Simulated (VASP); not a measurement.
Input for VASP

### POSCAR
```
BaZrO3
1.0
  4.2365739824   0.0000000000   0.0000000000
  0.0000000000   4.2365739824   0.0000000000
  0.0000000000   0.0000000000   4.2365739824
Ba Zr O
1 1 3
direct
  0.0000000000   0.0000000000   0.0000000000
  0.5000000000   0.5000000000   0.5000000000
  0.5000000000   0.0000000000   0.5000000000
  0.0000000000   0.5000000000   0.5000000000
  0.5000000000   0.5000000000   0.0000000000
```

**KPOINTS**
```
Automatic
0
gamma
 5 5 5
```

### INCAR
```
SYSTEM=BaZrO3
PREC=Accurate; ENCUT=520; LREAL=.FALSE.
LASPH=.TRUE.
EDIFF=1E-8; NELM=100; ALGO=Normal
LMAXMIX=4
ISMEAR=0; SIGMA=0.05
GGA=PE
IBRION=1; NSW=30; ISIF=2
EDIFFG=-0.001
LWAVE=.FALSE.; LCHARG=.FALSE.
```

POTCAR, in this order: Ba_sv Zr_sv O (PBE.64 set). Program: vasp_std.

Question: Write an equivalent input for Ansatz.

Answer: One equivalent input (not run):
Ansatz 0.2 input:
```yaml
crystal:
  lattice:
    - [4.2365740, 0.0000000, 0.0000000]
    - [0.0000000, 4.2365740, 0.0000000]
    - [0.0000000, 0.0000000, 4.2365740]
  atoms:
    - { symbol: Ba, position: [0.0000000, 0.0000000, 0.0000000] }
    - { symbol: Zr, position: [0.5000000, 0.5000000, 0.5000000] }
    - { symbol: O, position: [0.5000000, 0.0000000, 0.5000000] }
    - { symbol: O, position: [0.0000000, 0.5000000, 0.5000000] }
    - { symbol: O, position: [0.5000000, 0.5000000, 0.0000000] }
kpoints:
  mp_grid: { grid: [5, 5, 5] }
hamiltonian:
  xc: pbe
  pseudopotentials: { kind: paw }
scf:
  occupations: { method: gaussian, width: 0.05 }
  max_iter: 100
relax:
  max_steps: 30
  f_tol: 0.001
output: { forces: true, stress: true, eigenvalues: true }
```
The two are equivalent in intent, not identical: each code has its own PAW files, so the cut-off isn't converted (ENCUT is set for VASP's; basis.ecutwfc is left out, and Ansatz then takes the one that its files recommend); Ansatz stops its SCF on the density residual and VASP on the energy change (EDIFF).

The compound is BaZrO3 in the cubic perovskite structure. It was relaxed first. The start is the result of an earlier pass.
